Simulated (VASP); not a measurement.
A cell of PbS (rock salt) near equilibrium:

```yaml
crystal:
  lattice:
    - [0.00000, 3.00191, 3.00191]
    - [3.00191, 0.00000, 3.00191]
    - [3.00191, 3.00191, 0.00000]
  atoms:
    - { symbol: Pb, position: [0.00000, 0.00000, 0.00000] }
    - { symbol: S, position: [0.50000, 0.50000, 0.50000] }
```

Method: PBE GGA, VASP's PBE PAW potentials (set 64) (plane waves; VASP).

Unless said otherwise, spin-orbit coupling is left out, though it shifts the bands of the heavy elements here.

```json
[
 {"run": "as it is", "ΔE (meV/atom)": "0.0", "σxx": "0.08", "σyy": "0.08", "σzz": "0.08", "largest shear component, with its sign (GPa)": "0.00", "gap (eV)": "0.49"},
 {"run": "after one change", "ΔE (meV/atom)": "1.4", "σxx": "0.91", "σyy": "0.91", "σzz": "0.91", "largest shear component, with its sign (GPa)": "0.00", "gap (eV)": "0.44"}
]
```
Stress is in GPa, positive when the cell is compressed; gaps are those on the k-mesh, and 0.00 means metallic.

Task: Which change was made?
(A) isotropic strain of -0.5 %
(B) uniaxial strain of -1.0 % along y
(C) biaxial strain of -1.5 % in the yz plane
(D) shear strain γ_yz = +0.5 %

Result: A, isotropic strain of -0.5 %

The compound is PbS in the rock salt structure.
